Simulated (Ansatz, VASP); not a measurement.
# HfO2 in two plane-wave programs, part 3 of 3

One calculation is typed for both programs; each brings its own data sets. How far apart do they land? The cell is taken from a series of runs on this material, whose earlier steps may have relaxed, scaled, displaced or heated it; both programs get it as it stands.

VASP 6.6.1 and Ansatz 0.2.0.

So far: The structure; Ansatz: zone-centre phonons, LDA; VASP: zone-centre phonons, LDA.

### 3. VASP: zone-centre phonons, LDA (continued)

Level of this step: LDA; plane waves and PAW (O, Hf_pv) (VASP).

Numbers of over 12 decimals in the logs are rounded to 6 here.

Parts of OUTCAR (step 3):

```text
ion  position               nearest neighbor table
   1  0.000  0.500  0.728-   5 2.04   5 2.04   6 2.17   6 2.17
   2  0.500  0.000  0.772-   6 2.04   6 2.04   5 2.17   5 2.17
   3  0.500  0.000  0.272-   5 2.04   5 2.04   6 2.17   6 2.17
   4  0.000  0.500  0.228-   6 2.04   6 2.04   5 2.17   5 2.17
   5  0.500  0.500  0.500-   1 2.04   3 2.04   3 2.04   1 2.04   2 2.17   2 2.17   4 2.17   4 2.17
                             6 3.44   6 3.44   6 3.44   6 3.44   6 3.44   6 3.44   6 3.44   6 3.44
   6  0.000  0.000  0.000-   2 2.04   4 2.04   4 2.04   2 2.04   1 2.17   3 2.17   1 2.17   3 2.17
                             5 3.44   5 3.44   5 3.44   5 3.44   5 3.44   5 3.44   5 3.44   5 3.44

  LATTYP: Found a simple tetragonal cell.
 ALAT       =     3.4334372915
 C/A-ratio  =     1.4200319717

 Subroutine GETGRP returns: Found 16 space group operations
 (whereof  8 operations were pure point group operations)

The static configuration has the point symmetry D_2d.
 The point group associated with its full space group is D_4h.

 Found     60 irreducible k-points:

   k-points           NKPTS =     60   k-points in BZ     NKDIM =     60   number of bands    NBANDS=     28

   dimension x,y,z NGX =    28 NGY =   28 NGZ =   40
   dimension x,y,z NGXF=    56 NGYF=   56 NGZF=   80

   ENCUT  =  600.0 eV  44.10 Ry    6.64 a.u.   6.86  6.86  9.74*2*pi/ulx,y,z

   NELECT =      44.0000    total number of electrons

 k-points in reciprocal lattice and weights: Automatic mesh
   0.00000000  0.00000000  0.00000000       0.003
   0.12500000  0.00000000  0.00000000       0.010
   0.25000000  0.00000000  0.00000000       0.010
   0.37500000  0.00000000  0.00000000       0.010
   0.50000000  0.00000000  0.00000000       0.005
   0.12500000  0.12500000  0.00000000       0.010
   0.25000000  0.12500000  0.00000000       0.021
   0.37500000  0.12500000  0.00000000       0.021
   0.50000000  0.12500000  0.00000000       0.010
[...]
0.50000000  0.37500000  0.50000000       0.010
   0.50000000  0.50000000  0.50000000       0.003

 average (electrostatic) potential at core
       1 -69.6818       2 -69.6818       3 -69.6818       4 -69.6818       5 -35.8037
       6 -35.8037

 Eigenvectors and eigenvalues of the dynamical matrix
 ----------------------------------------------------

   1 f  =   23.284084 THz   146.298216 2PiTHz  776.673448 cm-1    96.295191 meV
             X         Y         Z           dx          dy          dz
      0.000000  1.716719  3.547285     0.000000    0.000000    0.500000
      1.716719  0.000000  3.766101    -0.000000   -0.000000    0.500000
      1.716719  0.000000  1.328305    -0.000000    0.000000   -0.500000
      0.000000  1.716719  1.109490     0.000000   -0.000000   -0.500000
      1.716719  1.716719  2.437795    -0.000000    0.000000   -0.000000
      0.000000  0.000000  0.000000     0.000000    0.000000    0.000000

   2 f  =   21.855803 THz   137.324060 2PiTHz  729.031116 cm-1    90.388298 meV
             X         Y         Z           dx          dy          dz
      0.000000  1.716719  3.547285     0.698737   -0.005377   -0.000000
      1.716719  0.000000  3.766101    -0.698737    0.005377    0.000000
      1.716719  0.000000  1.328305     0.072090   -0.052114    0.000000
      0.000000  1.716719  1.109490    -0.072090    0.052114   -0.000000
      1.716719  1.716719  2.437795    -0.061671    0.004600   -0.000000
      0.000000  0.000000  0.000000     0.061671   -0.004600   -0.000000

   3 f  =   21.855803 THz   137.324060 2PiTHz  729.031116 cm-1    90.388298 meV
             X         Y         Z           dx          dy          dz
      0.000000  1.716719  3.547285     0.052114    0.072090   -0.000000
      1.716719  0.000000  3.766101    -0.052114   -0.072090   -0.000000
      1.716719  0.000000  1.328305     0.005377    0.698737    0.000000
      0.000000  1.716719  1.109490    -0.005377   -0.698737    0.000000
      1.716719  1.716719  2.437795    -0.004600   -0.061671   -0.000000
      0.000000  0.000000  0.000000     0.004600    0.061671   -0.000000

   4 f  =   20.507920 THz   128.855064 2PiTHz  684.070591 cm-1    84.813906 meV
             X         Y         Z           dx          dy          dz
      0.000000  1.716719  3.547285     0.000000    0.000000    0.498370
      1.716719  0.000000  3.766101    -0.000000   -0.000000   -0.498370
      1.716719  0.000000  1.328305     0.000000    0.000000    0.498370
      0.000000  1.716719  1.109490    -0.000000   -0.000000   -0.498370
      1.716719  1.716719  2.437795    -0.000000   -0.000000   -0.057052
      0.000000  0.000000  0.000000    -0.000000   -0.000000    0.057052

   5 f  =   17.863701 THz   112.240941 2PiTHz  595.868911 cm-1    73.878296 meV
             X         Y         Z           dx          dy          dz
      0.000000  1.716719  3.547285     0.069310    0.149767   -0.000000
      1.716719  0.000000  3.766101    -0.069310   -0.149767    0.000000
      1.716719  0.000000  1.328305    -0.687168   -0.015106    0.000000
      0.000000  1.716719  1.109490     0.687168    0.015106   -0.000000
      1.716719  1.716719  2.437795    -0.017970    0.003917    0.000000
      0.000000  0.000000  0.000000     0.017970   -0.003917   -0.000000

   6 f  =   17.863701 THz   112.240941 2PiTHz  595.868911 cm-1    73.878296 meV
             X         Y         Z           dx          dy          dz
      0.000000  1.716719  3.547285     0.015106   -0.687168    0.000000
      1.716719  0.000000  3.766101    -0.015106    0.687168    0.000000
      1.716719  0.000000  1.328305    -0.149767    0.069310    0.000000
      0.000000  1.716719  1.109490     0.149767   -0.069310   -0.000000
      1.716719  1.716719  2.437795    -0.003917   -0.017970   -0.000000
      0.000000  0.000000  0.000000     0.003917    0.017970   -0.000000

   7 f  =   14.312015 THz    89.925043 2PiTHz  477.397435 cm-1    59.189712 meV
             X         Y         Z           dx          dy          dz
      0.000000  1.716719  3.547285     0.140012   -0.123991    0.000000
      1.716719  0.000000  3.766101     0.140012   -0.123991   -0.000000
      1.716719  0.000000  1.328305    -0.026254    0.661249   -0.000000
      0.000000  1.716719  1.109490    -0.026254    0.661249    0.000000
      1.716719  1.716719  2.437795    -0.034090   -0.160999   -0.000000
      0.000000  0.000000  0.000000    -0.034090   -0.160999   -0.000000

   8 f  =   14.312015 THz    89.925043 2PiTHz  477.397435 cm-1    59.189712 meV
             X         Y         Z           dx          dy          dz
      0.000000  1.716719  3.547285     0.661249    0.026254   -0.000000
      1.716719  0.000000  3.766101     0.661249    0.026254   -0.000000
      1.716719  0.000000  1.328305    -0.123991   -0.140012    0.000000
      0.000000  1.716719  1.109490    -0.123991   -0.140012   -0.000000
      1.716719  1.716719  2.437795    -0.160999    0.034090    0.000000
      0.000000  0.000000  0.000000    -0.160999    0.034090   -0.000000

   9 f  =   10.806113 THz    67.896808 2PiTHz  360.453119 cm-1    44.690471 meV
             X         Y         Z           dx          dy          dz
      0.000000  1.716719  3.547285    -0.000000    0.000000    0.460388
      1.716719  0.000000  3.766101    -0.000000    0.000000    0.460388
      1.716719  0.000000  1.328305     0.000000   -0.000000    0.460388
      0.000000  1.716719  1.109490     0.000000   -0.000000    0.460388
      1.716719  1.716719  2.437795     0.000000    0.000000   -0.275835
      0.000000  0.000000  0.000000    -0.000000   -0.000000   -0.275835

  10 f  =    8.405763 THz    52.814965 2PiTHz  280.386064 cm-1    34.763426 meV
             X         Y         Z           dx          dy          dz
      0.000000  1.716719  3.547285    -0.000000   -0.000000    0.040342
      1.716719  0.000000  3.766101     0.000000   -0.000000   -0.040342
      1.716719  0.000000  1.328305    -0.000000   -0.000000    0.040342
      0.000000  1.716719  1.109490    -0.000000    0.000000   -0.040342
      1.716719  1.716719  2.437795     0.000000    0.000000    0.704801
      0.000000  0.000000  0.000000     0.000000    0.000000   -0.704801

  11 f  =    7.979537 THz    50.136909 2PiTHz  266.168702 cm-1    33.000698 meV
             X         Y         Z           dx          dy          dz
      0.000000  1.716719  3.547285     0.008089   -0.663426   -0.000000
      1.716719  0.000000  3.766101     0.008089   -0.663426    0.000000
      1.716719  0.000000  1.328305     0.075770   -0.070828    0.000000
      0.000000  1.716719  1.109490     0.075770   -0.070828   -0.000000
      1.716719  1.716719  2.437795    -0.025129    0.220026   -0.000000
      0.000000  0.000000  0.000000    -0.025129    0.220026    0.000000

  12 f  =    7.979537 THz    50.136909 2PiTHz  266.168702 cm-1    33.000698 meV
             X         Y         Z           dx          dy          dz
      0.000000  1.716719  3.547285     0.070828    0.075770   -0.000000
      1.716719  0.000000  3.766101     0.070828    0.075770    0.000000
      1.716719  0.000000  1.328305     0.663426    0.008089    0.000000
      0.000000  1.716719  1.109490     0.663426    0.008089   -0.000000
      1.716719  1.716719  2.437795    -0.220026   -0.025129    0.000000
      0.000000  0.000000  0.000000    -0.220026   -0.025129   -0.000000

  13 f  =    5.824031 THz    36.593465 2PiTHz  194.268757 cm-1    24.086245 meV
             X         Y         Z           dx          dy          dz
      0.000000  1.716719  3.547285    -0.000000   -0.000000   -0.500000
      1.716719  0.000000  3.766101    -0.000000   -0.000000    0.500000
      1.716719  0.000000  1.328305    -0.000000   -0.000000    0.500000
      0.000000  1.716719  1.109490    -0.000000   -0.000000   -0.500000
      1.716719  1.716719  2.437795    -0.000000   -0.000000   -0.000000
      0.000000  0.000000  0.000000    -0.000000   -0.000000    0.000000
    [... 43 further lines ...]
      1.716719  1.716719  2.437795     0.266331    0.594089   -0.000000
      0.000000  0.000000  0.000000     0.266331    0.594089   -0.000000

 MACROSCOPIC STATIC DIELECTRIC TENSOR IONIC CONTRIBUTION
 ------------------------------------------------------
          19.153674    -0.000000     0.000000
          -0.000000    19.153674    -0.000000
           0.000000    -0.000000    14.055907
 ------------------------------------------------------

 ELASTIC MODULI CONTR FROM IONIC RELAXATION (kBar)
 Direction    XX          YY          ZZ          XY          YZ          ZX
 --------------------------------------------------------------------------------
 XX       -1009.5051    676.9852   -448.5881      0.0000      0.0000     -0.0000
 YY         676.9852  -1009.5051   -448.5881      0.0000      0.0000      0.0000
 ZZ        -448.5881   -448.5881  -1210.3411      0.0000      0.0000     -0.0000
 XY           0.0000      0.0000      0.0000      0.0000      0.0000      0.0000
 YZ           0.0000      0.0000      0.0000      0.0000   -852.3437     -0.0000
 ZX          -0.0000      0.0000     -0.0000      0.0000     -0.0000   -882.9971
 --------------------------------------------------------------------------------

 PIEZOELECTRIC TENSOR IONIC CONTR  for field in x, y, z        (C/m^2)
          XX          YY          ZZ          XY          YZ          ZX
  --------------------------------------------------------------------------------
  x    -0.00000    -0.00000    -0.00000     0.00000    -0.00000     0.00000
  y     0.00000     0.00000     0.00000     0.00000    -0.00000     0.00000
  z     0.00000    -0.00000    -0.00000     0.00000     0.00000    -0.00000
```

Harder data sets than Hf_pv exist (the GW ones), and pressures, volumes and forces can shift noticeably with them.

### 4. Comparison

Known differences besides the potentials themselves: fixed occupations in Ansatz, narrow Gaussian smearing in VASP; VASP's response is taken on the typed mesh, Ansatz refines its own for the field response alone; the data sets hold 76 valence electrons in Ansatz (on its PAW soft_1 files) and 44 in VASP; the cutoff is 420 eV in Ansatz and 600 eV in VASP; VASP's log shows a relativistic correction to its local exchange, Ansatz's none. Total energies have different zeros and are not compared.

Compared:

```csv
quantity,Ansatz,VASP,difference
ε∞ xx,5.41,5.33,+1.54 %
ε∞ yy,5.41,5.33,+1.54 %
ε∞ zz,5.24,5.17,+1.47 %
Born charge of O1 (mean of the diagonal) (e),-2.78,-2.76,-0.02
Born charge of Hf5 (mean of the diagonal) (e),5.56,5.51,+0.05
optical mode 1 to 2 (cm⁻¹),129.5,131.8,-1.73 %
optical mode 3 (cm⁻¹),193.2,194.3,-0.54 %
optical mode 4 to 5 (cm⁻¹),267.0,266.2,+0.32 %
optical mode 6 (cm⁻¹),280.6,280.4,+0.08 %
optical mode 7 (cm⁻¹),359.8,360.5,-0.19 %
optical mode 8 to 9 (cm⁻¹),477.5,477.4,+0.03 %
optical mode 10 to 11 (cm⁻¹),595.6,595.9,-0.04 %
optical mode 12 (cm⁻¹),684.6,684.1,+0.08 %
optical mode 13 to 14 (cm⁻¹),728.4,729.0,-0.09 %
optical mode 15 (cm⁻¹),776.9,776.7,+0.03 %
```

Modes are paired by rising frequency, not by their patterns, so a pair may set unlike modes beside each other; they are those without the splitting of longitudinal modes.

### 5. Outcome

```
r.m.s. difference of the optical zone-centre modes, each program's sorted by frequency (zone-centre phonons, LDA) : 1.00 cm⁻¹
difference in optical mode 1 to 2 (zone-centre phonons, LDA)                                                      : -1.7 %
```

**Reading.** The r.m.s. difference of the optical zone-centre modes, each program's sorted by frequency is 1.00 cm⁻¹ (zone-centre phonons, LDA). The data sets hold unlike numbers of valence electrons (76 in Ansatz and 44 in VASP), so part of the differences comes from the potentials. Among the rows given in per cent, the largest difference of the zone-centre phonons, LDA pair is in optical mode 1 to 2, -1.7 %. Such differences can come from data sets, numerical settings and the points named under the comparisons, not from the functional's error against experiment.

[Lines on the potential files, build, host, timing and source positions are cut from VASP's logs without a mark.]

[Logs are printed without paths, hosts, clocks, repeated set-up lines and the standing remarks that a program may print on its own settings, such as how far it seeks lower states.]

[Hosts, paths, dates, database ids (printed as entryN), source tags and the programs' standing remarks are cut or masked in the printed files.]
